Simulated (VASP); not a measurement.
OSZICAR of a VASP run on Ni$_{3}$Fe (L1_2):

File OSZICAR:
```
       N       E                     dE             d eps       ncg     rms          rms(c)
DAV:   1     0.216006167542E+03    0.21601E+03   -0.14569E+04  3784   0.169E+03
DAV:   2    -0.171764202111E+02   -0.23318E+03   -0.22414E+03  3648   0.332E+02
DAV:   3    -0.290235559597E+02   -0.11847E+02   -0.11271E+02  3764   0.103E+02
DAV:   4    -0.291756400752E+02   -0.15208E+00   -0.15175E+00  3982   0.123E+01
DAV:   5    -0.291801991095E+02   -0.45590E-02   -0.45586E-02  4986   0.172E+00    0.204E+01
DAV:   6    -0.265090891002E+02    0.26711E+01   -0.38169E+01  3884   0.980E+01    0.215E+01
DAV:   7    -0.297613533022E+02   -0.32523E+01   -0.24503E+01  4356   0.119E+02    0.272E+01
DAV:   8    -0.248584277871E+02    0.49029E+01   -0.16321E+01  4566   0.547E+01    0.617E+00
DAV:   9    -0.250237950903E+02   -0.16537E+00   -0.67279E-01  4180   0.100E+01    0.322E+00
DAV:  10    -0.249937289115E+02    0.30066E-01   -0.12730E-01  5014   0.850E+00    0.154E+00
DAV:  11    -0.249932591604E+02    0.46975E-03   -0.40081E-02  5526   0.246E+00    0.117E+00
DAV:  12    -0.249959501763E+02   -0.26910E-02   -0.67427E-03  4190   0.210E+00    0.312E-01
DAV:  13    -0.249962548674E+02   -0.30469E-03   -0.21890E-03  5340   0.687E-01    0.627E-02
DAV:  14    -0.249963238936E+02   -0.69026E-04   -0.26698E-04  4890   0.198E-01    0.121E-01
DAV:  15    -0.249962941916E+02    0.29702E-04   -0.12326E-04  4446   0.306E-01    0.190E-02
DAV:  16    -0.249962959470E+02   -0.17554E-05   -0.14472E-05  4642   0.589E-02    0.234E-02
DAV:  17    -0.249962960754E+02   -0.12837E-06   -0.19847E-06  2334   0.348E-02
   1 F= -.24996296E+02 E0= -.24996277E+02  d E =-.746481E-04  mag=     4.8029
```

**Question.** Which electronic solver shows in the log?

**Answer.** It is blocked Davidson (ALGO = Normal, or the opening steps of other solvers). The INCAR had ALGO = Normal.

**Question.** How was spin treated?

**Answer.** Collinear spin (ISPIN = 2): the summary line carries one mag value, 4.80 μB in the cell.

**Question.** Can the final energy be trusted as converged?

**Answer.** Self-consistency was reached. It stopped with EDIFF = 1E-6, NELM = 100 (PBE GGA, plane waves, VASP's PBE PAW potentials (set 64)).

The compound is Ni3Fe in the L1_2 structure. The cell was not relaxed at this level. The run is one of a series of settings (ISMEAR = 2, SIGMA = 0.02 against the base run), some of them coarse on purpose.
